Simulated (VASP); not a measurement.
An input for Ansatz (written as the equivalent of a VASP run, and not itself run):

Ansatz 0.2 input:
```yaml
crystal:
  lattice:
    - [4.4200223, 0.0000000, 0.0000000]
    - [0.0000000, 4.4200223, 0.0000000]
    - [0.0000000, 0.0000000, 2.8953429]
  atoms:
    - { symbol: Ti, position: [0.0000000, 0.0000000, 0.0000000] }
    - { symbol: Ti, position: [0.5000000, 0.5000000, 0.5000000] }
    - { symbol: O, position: [0.3021082, 0.3021082, 0.0000000] }
    - { symbol: O, position: [0.8021082, 0.1978918, 0.5000000] }
    - { symbol: O, position: [0.1978918, 0.8021082, 0.5000000] }
    - { symbol: O, position: [0.6978918, 0.6978918, 0.0000000] }
kpoints:
  mp_grid: { grid: [5, 5, 8] }
hamiltonian:
  xc: r2scan
  pseudopotentials: { kind: paw }
scf:
  occupations: { method: gaussian, width: 0.05 }
  max_iter: 100
relax:
  max_steps: 40
  f_tol: 0.02
  cell: { p_target: 45 }
output: { forces: true, stress: true, eigenvalues: true }
```

### Question
Write the VASP files for the same calculation (r2SCAN).

### Answer
This is not unique; one that fits is 
KPOINTS:
```
Automatic mesh
0
Gamma
5 5 8
0 0 0
```

### INCAR
```
SYSTEM = TiO2
PREC = Accurate; ENCUT = 620; LREAL = F
LASPH = T
EDIFF = 1E-6; NELM = 100; ALGO = Normal
LMAXMIX = 4; LMIXTAU = T
ISMEAR = 0; SIGMA = 0.05
METAGGA = R2SCAN
IBRION = 2; NSW = 40; ISIF = 3
EDIFFG = -0.02; PSTRESS = 450
LWAVE = F; LCHARG = F
```

File POSCAR:
```
TiO2
1
    4.4200222598     0.0000000000     0.0000000000
    0.0000000000     4.4200222598     0.0000000000
    0.0000000000     0.0000000000     2.8953429023
Ti O
2 4
Direct
  0.0000000000   0.0000000000   0.0000000000
  0.5000000000   0.5000000000   0.5000000000
  0.3021082072   0.3021082072   0.0000000000
  0.8021082072   0.1978917928   0.5000000000
  0.1978917928   0.8021082072   0.5000000000
  0.6978917928   0.6978917928   0.0000000000
```

POTCAR, in this order: Ti_sv O (PBE.64 set). Program: vasp_std.

The two are equivalent in intent, not identical: each code has its own PAW files, so the cut-off isn't converted (ENCUT is set for VASP's; basis.ecutwfc is left out, and Ansatz then takes the one that its files recommend); Ansatz stops its SCF on the density residual and VASP on the energy change (EDIFF).

The compound is TiO2 in the rutile structure. This run relaxes it under an external pressure of 45 GPa. Symmetry was kept, so distortions that lower it aren't found.
